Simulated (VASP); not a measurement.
A (110) film of HgTe (zinc blende) is held to a substrate: both in-plane axes are strained alike, while the normal axis and the ions relax (no surfaces; a periodic cell). The unstrained cell:

Space group I-4m2 (No. 119); a = 4.6103 Å, b = 4.6103 Å, c = 6.5020 Å, α = 90.00°, β = 90.00°, γ = 90.00°

| atom | site | symmetry | x | y | z |
|---|---|---|---|---|---|
| Hg | 2a | -4m2 | 0.0000 | 0.0000 | 0.0000 |
| Te | 2d | -4m2 | 0.5000 | 0.0000 | 0.2500 |

Level of theory: PBEsol GGA, VASP's PBE PAW potentials (set 64) (plane waves; VASP). The films relaxed at 500 eV, and energies and bands are at 400 eV on a 5×7×7 Γ-centred mesh. The normal strain counts from the row without strain; gaps come from mesh and path in this cell's own zone, into which the crystal's zone is folded, and 0.00 means none. mBJ runs use the same cells.

Unless said otherwise, spin-orbit coupling is left out, though it shifts the bands of the heavy elements here.

```csv
in-plane strain (%),strain along the normal (%),E over the lowest row (meV/atom),"gap, PBEsol (eV)","gap, mBJ (eV)"
-3,(withheld),(withheld),(withheld),(withheld)
-2,+1.96,6.2,0.00,0.07
-1,+1.03,1.6,0.00,0.04
+0,+0.00,0.0,0.00,0.00
+1,-0.88,1.3,0.00,0.00
+2,-1.74,5.4,0.00,0.00
+3,(withheld),(withheld),(withheld),(withheld)
```

What belongs in the gaps?

- -3, strain along the normal (%): +2.95
- -3, E over the lowest row (meV/atom): 13.7
- -3, gap, PBEsol (eV): 0.00
- -3, gap, mBJ (eV): 0.09
- +3, strain along the normal (%): -2.51
- +3, E over the lowest row (meV/atom): 12.4
- +3, gap, PBEsol (eV): 0.00
- +3, gap, mBJ (eV): 0.00

Runs of the series that failed, ran out of time, didn't relax or are held back are left out.

The compound is HgTe in the zinc blende structure.
